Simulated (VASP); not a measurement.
Consider the following.

```
LaP
1.0
    0.00000     2.98833     2.98833
    2.98833     0.00000     2.98833
    2.98833     2.98833     0.00000
P La
1 1
Direct
  0.50000   0.50000   0.50000
  0.00000   0.00000   0.00000
```

The numbers are results of PBEsol GGA, VASP's PBE PAW potentials (set 64) (plane waves; VASP), not measurements. Settings: 400 eV cut-off, 12×12×12 Γ-centred mesh, tetrahedra with Blöchl corrections, potentials P La.

Problem. The job: LaP (space group Fm-3m), 2 atoms, PBEsol, static run, 400 eV, 12×12×12 Γ-centred mesh. Roughly how much core time does it take on a busy server core?

Solution. About 50 core-seconds (one run on a shared machine, a rough figure). It had 72 irreducible k-points, 12 bands, up to 982 plane waves and 16 electronic steps.

The structure comes from a measured LaP entry (Fm-3m) of the Crystallography Open Database, whose conditions weren't checked. It was relaxed first.
